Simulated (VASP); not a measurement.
Consider the following.

```
CELL_PARAMETERS angstrom
      4.92156     0.00000     0.00000
      0.00000     5.58286     0.00000
      0.00000     0.00000     2.68392
ATOMIC_POSITIONS crystal
  Fe 0.50000 0.50000 0.50000
  Fe 0.00000 0.00000 0.00000
  P  0.32861 0.86672 0.50000
  P  0.67139 0.13328 0.50000
  P  0.82861 0.63328 0.00000
  P  0.17139 0.36672 0.00000
```

Calculation: PBEsol GGA, VASP's PBE PAW potentials (set 64) (plane waves; VASP). Settings: 400 eV cut-off, 5×5×9 Γ-centred mesh, tetrahedra with Blöchl corrections, potentials Fe P.

The cores are frozen, which limits the accuracy of field gradients.

### Question
Give the principal components of the electric field gradient (V/Å²) and the asymmetry η at each nucleus.

### Answer

```json
[
 {"atom": "Fe1", "Vxx": "-104.6", "Vyy": "-4.3", "Vzz": "108.8", "η": "0.92"},
 {"atom": "Fe2", "Vxx": "-104.6", "Vyy": "-4.3", "Vzz": "108.8", "η": "0.92"},
 {"atom": "P3", "Vxx": "66.0", "Vyy": "10.2", "Vzz": "-76.2", "η": "0.73"},
 {"atom": "P4", "Vxx": "66.0", "Vyy": "10.2", "Vzz": "-76.2", "η": "0.73"},
 {"atom": "P5", "Vxx": "66.0", "Vyy": "10.2", "Vzz": "-76.2", "η": "0.73"},
 {"atom": "P6", "Vxx": "66.0", "Vyy": "10.2", "Vzz": "-76.2", "η": "0.73"}
]
```

The structure comes from a computed database's FeP2 entry (Pnnm); how it stands against other phases isn't given here. It was relaxed first. The run is not spin-polarised, so no magnetic state was tried.
